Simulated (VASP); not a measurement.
Here is the system:

```yaml
crystal:
  lattice:
    - [-1.57117, 1.57117, 1.57117]
    - [1.57117, -1.57117, 1.57117]
    - [1.57117, 1.57117, -1.57117]
  atoms:
    - { symbol: W, position: [0.00000, 0.00000, 0.00000] }
```

Calculation: LDA (Ceperley-Alder, Perdew-Zunger), VASP's LDA PAW potentials (set 64) (plane waves; VASP). Settings: 520 eV cut-off, Gaussian smearing of 0.050 eV, potentials W_sv.

Question: Give the energies of bands 5 to 10 at the high-symmetry points, in eV from the Fermi level.

Answer: 
```
band      Γ      H      N      P
----  -----  -----  -----  -----
5     -9.70  -6.07  -6.44  -3.02
6     -1.34  -6.07  -3.74  -3.02
7     -1.34   5.25   0.87  -3.02
8     -1.34   5.25   2.11   3.27
9      2.19   5.25   3.09   3.27
10     2.19   8.49   6.28   6.79
```

It has no gap at this level: it comes out as a metal or semimetal.

The compound is W in the bcc structure. It was relaxed first.
